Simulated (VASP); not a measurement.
Runs of VASP 6.6.1 on PtC. It takes space group Fm-3m (No. 225, cubic). The conventional cell has a = 4.466 Å, b = 4.466 Å, c = 4.466 Å, α = 90.00°, β = 90.00°, γ = 90.00°. Pt (site symmetry m-3m) has 6 C at 2.23 Å as nearest neighbours. Around C (site symmetry m-3m) lie 6 Pt at 2.23 Å. The cell comes from a database or a generator and needn't be the stable form of this composition.

```tsv
task	cell	gap on the mesh (eV)	pressure (GPa)
single point	volume scaled by 1.06	none	-13.1
electric field gradients	volume scaled by 1.02, PAW files	none	(a)
single point	as given	none	-0.1
electric field gradients	volume scaled by 0.9405, crystal datasets	none	18.6
```

Alike in all rows: level PBE; potentials or basis VASP PAW PBE potentials, release 64 (Pt, C); no spin polarisation; k mesh 13 × 13 × 13; cutoff (eV) 520; smearing fermi-dirac 0.03 eV.

Fill in the values left out.

(a) -5.0.

Caveats: so large a pressure means that the cell lies far from this level's equilibrium, or that cutoff or potentials fall short (some runs).

A k mesh can miss the band edges, and the runs leave out spin-orbit coupling on Pt.

A gap of «none» marks a metal or a gap under the smearing width.
